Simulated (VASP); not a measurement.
A VASP calculation is set up with these files.

**KPOINTS**
```
Automatic mesh
0
Gamma
6 6 2
0 0 0
```

**POSCAR**
```
Sn
1
    4.5723620000     0.0000000000     0.0000000000
   -2.2861810000     3.9597810000     0.0000000000
    0.0000000000     0.0000000000    12.4533760000
Sn
4
Direct
  0.0000000000   0.0000000000   0.2500000000
  0.0000000000   0.0000000000   0.7500000000
  0.3333330000   0.6666670000   0.2500000000
  0.6666670000   0.3333330000   0.7500000000
```

**INCAR**
```
SYSTEM = Sn
PREC = Accurate
ENCUT = 400
EDIFF = 1E-6
NELM = 100
ALGO = Normal
LREAL = .FALSE.
LASPH = .TRUE.
ISMEAR = 1
SIGMA = 0.1
GGA = PE
LMAXMIX = 4
LWAVE = .FALSE.
LCHARG = .FALSE.
ISIF = 2
IBRION = 0
NSW = 3
TEBEG = 300
```

POTCAR, in this order: Sn_d (PBE.64 set). Program: vasp_std.

Problem. What happens when VASP runs on this input?

Solution. There is a fault: molecular dynamics (IBRION = 0) was asked for without POTIM. VASP stops with an error: Fatal error! IBRION=0, but no entry for POTIM on file INCAR. MUST be specified! ----> I REFUSE TO CONTINUE WITH THIS SICK JOB ... BYE!!! <----

File standard output:
```
 POSCAR found type information on POSCAR Sn
 POSCAR found :  1 types and       4 ions
 Reading from existing POTCAR

 -----------------------------------------------------------------------------
|                                                                             |
|     EEEEEEE  RRRRRR   RRRRRR   OOOOOOO  RRRRRR      ###     ###     ###     |
|     E        R     R  R     R  O     O  R     R     ###     ###     ###     |
|     E        R     R  R     R  O     O  R     R     ###     ###     ###     |
|     EEEEE    RRRRRR   RRRRRR   O     O  RRRRRR       #       #       #      |
|     E        R   R    R   R    O     O  R   R                               |
|     E        R    R   R    R   O     O  R    R      ###     ###     ###     |
|     EEEEEEE  R     R  R     R  OOOOOOO  R     R     ###     ###     ###     |
|                                                                             |
|     Fatal error! IBRION=0, but no entry for POTIM on file INCAR. MUST       |
|     be specified!                                                           |
|                                                                             |
|       ---->  I REFUSE TO CONTINUE WITH THIS SICK JOB ... BYE!!! <----       |
|                                                                             |
 -----------------------------------------------------------------------------
```

To mend it, set POTIM to the time step in fs (1 to 2 fs suits most solids). The plain static run on this cell (PBE GGA, plane waves, VASP's PBE PAW potentials (set 64)) converges, and its OSZICAR ends with
```
   1 F= -.12716884E+02 E0= -.12716187E+02  d E =-.208897E-02
```

The structure was generated: Sn was put into the graphite type (P6_3/mmc), which need not be its known phase. The cell was not relaxed at this level.
